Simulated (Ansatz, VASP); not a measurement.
## BiO4: VASP beside Ansatz

```xyz
5
Lattice="3.6408 0.0000 0.0000 -1.8204 3.1530 0.0000 0.0000 0.0000 6.6454" Properties=species:S:1:pos:R:3 pbc="T T T"
Bi    0.0000    0.0000    0.0000
O     0.0000    2.1020    1.4018
O     0.0000    2.1020    5.2436
O     1.8204    1.0510    5.2436
O     1.8204    1.0510    1.4018
```

Alike in both runs: functional PBE; k mesh 12 × 12 × 6; occupations gaussian, width 0.1 eV; no spin polarisation.

Ansatz relaxed the structure, and its values are those at the end. VASP's run is a single point on that final structure, the one shown.

|  | VASP | Ansatz |
| --- | --- | --- |
| version | VASP 6.6.1 | Ansatz 0.2.0 |
| potentials or method | VASP PAW PBE potentials, release 64 (Bi_d, O) | scalar-relativistic, plane waves, PAW |
| plane-wave cutoff (eV) | 520 | 420 |
| valence electrons in the cell | 39 | 39 |

Ansatz gave:

```
gap on the k mesh at the Fermi level (eV) : none
pressure (GPa)                            : 0.0
rms of the force components (eV/Å)        : 0.000
```

Problem. What did VASP give for the same quantities?

Solution. gap on the k mesh at the Fermi level (eV): none; pressure (GPa): 0.0; rms of the force components (eV/Å): 0.006.

A gap of «none» marks a metal or a gap that the smearing closes.

Caveats: spin-orbit coupling is left out, which moves the levels of the heavy elements; an odd number of electrons without spin polarisation forces a metal; a magnetic or distorted state may lie lower.
